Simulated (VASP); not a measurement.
All values below come from PBEsol GGA, VASP's PBE PAW potentials (set 64) (plane waves; VASP 6.6.1).

VASP input:

**POSCAR**
```
BeHg3Te4
1
   -0.0000000000     3.1551394905     3.1551394905
    3.1551394905    -0.0000000000     3.1551394905
   12.6966405412    12.6966405412    -0.0760825791
Hg Te Be
3 4 1
Direct
  0.0232235783   0.0232235783   0.9825823163
  0.0020634427   0.0020634427   0.2484524180
  0.9838293731   0.9838293731   0.5121279702
  0.2554562222   0.2554562222   0.0584078333
  0.2373250315   0.2373250315   0.3220062264
  0.2202159430   0.2202159430   0.5848380427
  0.2774674103   0.2774674103   0.7918994423
  0.0004189988   0.0004189988   0.7496857509
```

**KPOINTS**
```
Regular mesh
0
gamma
  8 8 2
```

**INCAR**
```
# general
SYSTEM  = BeHg3Te4
PREC    = Accurate
ENCUT   = 400
LREAL   = .FALSE.
LASPH   = .TRUE.

# electronic loop
EDIFF   = 1E-6
NELM    = 100
ALGO    = Normal
LMAXMIX = 6

# smearing
ISMEAR  = 1
SIGMA   = 0.1

# functional
GGA     = PS

# ions
IBRION  = 2
NSW     = 60
ISIF    = 3
EDIFFG  = -0.02

# output
LWAVE   = .FALSE.
LCHARG  = .FALSE.
```

POTCAR, in this order: Hg Te Be (PBE.64 set). Program: vasp_std.

Output

**OSZICAR**
```
       N       E                     dE             d eps       ncg     rms          rms(c)
DAV:   1     0.337016870715E+03    0.33702E+03   -0.22802E+04  1480   0.116E+03
DAV:   2     0.171649980443E+00   -0.33685E+03   -0.32599E+03  1681   0.277E+02
DAV:   3    -0.212286149006E+02   -0.21400E+02   -0.21166E+02  1779   0.699E+01
DAV:   4    -0.216552439799E+02   -0.42663E+00   -0.42544E+00  1882   0.910E+00
DAV:   5    -0.216612719412E+02   -0.60280E-02   -0.60270E-02  1789   0.111E+00    0.141E+01
DAV:   6    -0.208207390856E+02    0.84053E+00   -0.23246E+00  1711   0.143E+01    0.106E+01
DAV:   7    -0.208031266947E+02    0.17612E-01   -0.10701E+00  1668   0.483E+00    0.343E+00
DAV:   8    -0.207868535873E+02    0.16273E-01   -0.15869E-01  1620   0.325E+00    0.147E+00
DAV:   9    -0.207874736510E+02   -0.62006E-03   -0.13203E-02  1645   0.878E-01    0.550E-01
DAV:  10    -0.207869281352E+02    0.54552E-03   -0.30122E-03  1768   0.388E-01    0.118E-01
DAV:  11    -0.207869417230E+02   -0.13588E-04   -0.88147E-04  1645   0.179E-01    0.774E-02
DAV:  12    -0.207869305441E+02    0.11179E-04   -0.55708E-05  1672   0.547E-02    0.470E-02
DAV:  13    -0.207869334910E+02   -0.29469E-05   -0.30645E-05  1648   0.193E-02    0.345E-02
DAV:  14    -0.207869349617E+02   -0.14707E-05   -0.53355E-06  1472   0.124E-02    0.929E-03
DAV:  15    -0.207869350809E+02   -0.11924E-06   -0.37293E-07   920   0.251E-03
   1 F= -.20786935E+02 E0= -.20787004E+02  d E =-.207869E+02
       N       E                     dE             d eps       ncg     rms          rms(c)
DAV:   1    -0.208718365639E+02   -0.84902E-01   -0.19497E+00  1584   0.103E+01    0.212E+00
DAV:   2    -0.207990193856E+02    0.72817E-01   -0.22024E-01  1570   0.439E+00    0.637E-01
DAV:   3    -0.207924065707E+02    0.66128E-02   -0.28249E-02  1664   0.947E-01    0.698E-01
DAV:   4    -0.207912534673E+02    0.11531E-02   -0.28705E-03  1617   0.374E-01    0.197E-01
DAV:   5    -0.207904943350E+02    0.75913E-03   -0.26832E-03  1731   0.371E-01    0.120E-01
DAV:   6    -0.207905142456E+02   -0.19911E-04   -0.15265E-04  1606   0.832E-02    0.101E-01
DAV:   7    -0.207905036878E+02    0.10558E-04   -0.15233E-05  1778   0.315E-02    0.687E-02
DAV:   8    -0.207904988912E+02    0.47966E-05   -0.47280E-05  1683   0.420E-02    0.245E-02
DAV:   9    -0.207904993627E+02   -0.47145E-06   -0.64131E-06  1518   0.154E-02
   2 F= -.20790499E+02 E0= -.20790567E+02  d E =-.356428E-02
       N       E                     dE             d eps       ncg     rms          rms(c)
DAV:   1    -0.207945351421E+02   -0.40363E-02   -0.90719E-02  1569   0.224E+00    0.471E-01
DAV:   2    -0.207912380057E+02    0.32971E-02   -0.99172E-03  1560   0.921E-01    0.148E-01
DAV:   3    -0.207909250354E+02    0.31297E-03   -0.12048E-03  1669   0.199E-01    0.157E-01
DAV:   4    -0.207908550036E+02    0.70032E-04   -0.13842E-04  1617   0.767E-02    0.387E-02
DAV:   5    -0.207908166964E+02    0.38307E-04   -0.12340E-04  1723   0.824E-02    0.262E-02
DAV:   6    -0.207908171945E+02   -0.49808E-06   -0.72522E-06  1545   0.189E-02
   3 F= -.20790817E+02 E0= -.20790885E+02  d E =-.388211E-02
       N       E                     dE             d eps       ncg     rms          rms(c)
DAV:   1    -0.207909952453E+02   -0.17855E-03   -0.42065E-03  1569   0.478E-01    0.106E-01
DAV:   2    -0.207908275156E+02    0.16773E-03   -0.50852E-04  1575   0.209E-01    0.354E-02
DAV:   3    -0.207908124422E+02    0.15073E-04   -0.63701E-05  1684   0.451E-02    0.353E-02
DAV:   4    -0.207908081788E+02    0.42634E-05   -0.73852E-06  1558   0.188E-02    0.929E-03
DAV:   5    -0.207908054462E+02    0.27326E-05   -0.64721E-06  1464   0.190E-02    0.614E-03
DAV:   6    -0.207908053825E+02    0.63725E-07   -0.42182E-07   770   0.456E-03
   4 F= -.20790805E+02 E0= -.20790874E+02  d E =-.387030E-02
       N       E                     dE             d eps       ncg     rms          rms(c)
DAV:   1    -0.207908378448E+02   -0.32399E-04   -0.64195E-04  1584   0.189E-01    0.393E-02
DAV:   2    -0.207908145964E+02    0.23248E-04   -0.69012E-05  1545   0.769E-02    0.115E-02
DAV:   3    -0.207908126174E+02    0.19790E-05   -0.84631E-06  1616   0.168E-02    0.127E-02
DAV:   4    -0.207908127327E+02   -0.11534E-06   -0.82234E-07   760   0.630E-03
   5 F= -.20790813E+02 E0= -.20790881E+02  d E =-.387765E-02
       N       E                     dE             d eps       ncg     rms          rms(c)
DAV:   1    -0.207910250719E+02   -0.21245E-03   -0.68753E-02  1480   0.117E+00    0.634E-02
DAV:   2    -0.207910279920E+02   -0.29201E-05   -0.35499E-04  1772   0.106E-01    0.223E-02
DAV:   3    -0.207910224752E+02    0.55167E-05   -0.26060E-05  1804   0.246E-02    0.143E-02
DAV:   4    -0.207910206487E+02    0.18265E-05   -0.23898E-06  1302   0.908E-03    0.813E-03
DAV:   5    -0.207910198754E+02    0.77333E-06   -0.13665E-06  1078   0.725E-03
   6 F= -.20791020E+02 E0= -.20791090E+02  d E =-.207143E-03
       N       E                     dE             d eps       ncg     rms          rms(c)
DAV:   1    -0.207911387009E+02   -0.11805E-03   -0.15870E-01  1480   0.178E+00    0.956E-02
DAV:   2    -0.207911455802E+02   -0.68793E-05   -0.81905E-04  1772   0.161E-01    0.340E-02
DAV:   3    -0.207911331570E+02    0.12423E-04   -0.59841E-05  1804   0.372E-02    0.220E-02
DAV:   4    -0.207911291012E+02    0.40558E-05   -0.56248E-06  1538   0.137E-02    0.127E-02
DAV:   5    -0.207911274750E+02    0.16261E-05   -0.29783E-06  1394   0.107E-02    0.319E-03
DAV:   6    -0.207911274375E+02    0.37570E-07   -0.62357E-07   885   0.471E-03
   7 F= -.20791127E+02 E0= -.20791201E+02  d E =-.314705E-03
       N       E                     dE             d eps       ncg     rms          rms(c)
DAV:   1    -0.207911280518E+02   -0.57674E-06   -0.69408E-04  1495   0.118E-01    0.671E-03
DAV:   2    -0.207911280406E+02    0.11159E-07   -0.34769E-06  1469   0.106E-02
   8 F= -.20791128E+02 E0= -.20791201E+02  d E =-.315308E-03
       N       E                     dE             d eps       ncg     rms          rms(c)
DAV:   1    -0.207912447051E+02   -0.11665E-03   -0.21729E-02  1480   0.704E-01    0.695E-02
DAV:   2    -0.207911845508E+02    0.60154E-04   -0.30142E-04  1666   0.137E-01    0.228E-02
DAV:   3    -0.207911782429E+02    0.63079E-05   -0.28130E-05  1662   0.301E-02    0.230E-02
DAV:   4    -0.207911774220E+02    0.82086E-06   -0.25148E-06  1164   0.899E-03
   9 F= -.20791177E+02 E0= -.20791251E+02  d E =-.493814E-04
```

**OUTCAR**
```
------------------------ aborting loop because EDIFF is reached ----------------------------------------
  FORCE on cell =-STRESS in cart. coord.  units (eV):
  Direction    XX          YY          ZZ          XY          YZ          ZX
  --------------------------------------------------------------------------------------
  Total       -0.0218613     -0.0218613     -0.0218613      0.0087820     -0.0087820     -0.0087820
  in kB       -0.1394867     -0.1394867     -0.1394867      0.0560338     -0.0560338     -0.0560338
  external PRESSURE =      -0.1394867 kB  Pullay stress =       0.0000000 kB
  volume of cell :      251.10
      direct lattice vectors                 reciprocal lattice vectors
    -0.000000000  3.145468369  3.145468369    -0.158508383  0.159409295  0.158508383
     3.145468369 -0.000000000  3.145468369     0.159409295 -0.158508383  0.158508383
    12.653793742 12.653793742 -0.071920265     0.039401867  0.039401867 -0.039401867
 POSITION                                       TOTAL-FORCE (eV/Angst)
 -----------------------------------------------------------------------------------
     12.51095     12.51095      0.07092         0.001134      0.001134     -0.001134
      3.14762      3.14762     -0.00215        -0.006500     -0.006500      0.006500
      9.57128      9.57128      6.15606        -0.000864     -0.000864      0.000864
      1.54064      1.54064      1.60483         0.000598      0.000598     -0.000598
      4.82317      4.82317      1.46777        -0.005932     -0.005932      0.005932
      8.09598      8.09598      1.34043        -0.001014     -0.001014      0.001014
     10.89383     10.89383      1.68805         0.009077      0.009077     -0.009077
      9.48610      9.48610     -0.04969         0.003500      0.003500     -0.003500
 -----------------------------------------------------------------------------------
    total drift:                               -0.000174     -0.000174      0.000173
  FREE ENERGIE OF THE ION-ELECTRON SYSTEM (eV)
  ---------------------------------------------------
  free  energy   TOTEN  =       -20.7911774220 eV

  energy  without entropy=      -20.7913983581  energy(sigma->0) =      -20.79125107

 reached required accuracy - stopping structural energy minimisation
```
(Selected blocks of OUTCAR.)

File CONTCAR:
```
BeHg3Te4
   1.00000000000000
    -0.0000000000000437    3.1454683693823293    3.1454683693824168
     3.1454683693823293   -0.0000000000000437    3.1454683693824168
    12.6537937421375357   12.6537937421375357   -0.0719202645087028
  Hg              Te              Be
     3     4     1
Direct
     0.0225126017993602    0.0225126017993602    0.9831155486754750
     0.0024949734952999    0.0024949734952999    0.2481287699035237
     0.9844106247783769    0.9844106247783769    0.5116920314412159
     0.2557668667757370    0.2557668667757370    0.0581748498682017
     0.2369989169251091    0.2369989169251091    0.3222508123311668
     0.2197625842726690    0.2197625842726690    0.5851780617454972
     0.2773838786121689    0.2773838786121689    0.7919620910658718
     0.0006695532412772    0.0006695532412772    0.7494978350690422
```

The structure was generated: BeHg3Te4 was put into an ordered model structure (R3m), which need not be its known phase. This run relaxes it. Symmetry was kept, so distortions that lower it aren't found. The start is the result of an earlier pass.
